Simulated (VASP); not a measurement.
Data:

```
CdAs2Ge
1.0
   -2.94311     2.94311     5.59600
    2.94311    -2.94311     5.59600
    2.94311     2.94311    -5.59600
Cd Ge As
2 2 4
Direct
  0.00000   0.00000   0.00000
  0.75000   0.25000   0.50000
  0.50000   0.50000   0.00000
  0.25000   0.75000   0.50000
  0.87500   0.85051   0.47551
  0.14949   0.62500   0.02449
  0.37500   0.39949   0.52449
  0.60051   0.12500   0.97551
```

Computed with LDA (Ceperley-Alder, Perdew-Zunger), VASP's LDA PAW potentials (set 64) (plane waves; VASP). Run with 400 eV cut-off, Gaussian smearing of 0.050 eV, potentials Cd Ge_d As.

Estimate the band gap (along the path) with the smallest direct gap where there is one.

- band gap (along the path): 0.06 eV
- smallest direct gap (along the path): 0.22 eV

The compound is CdGeAs2 in the chalcopyrite structure. It was relaxed first.
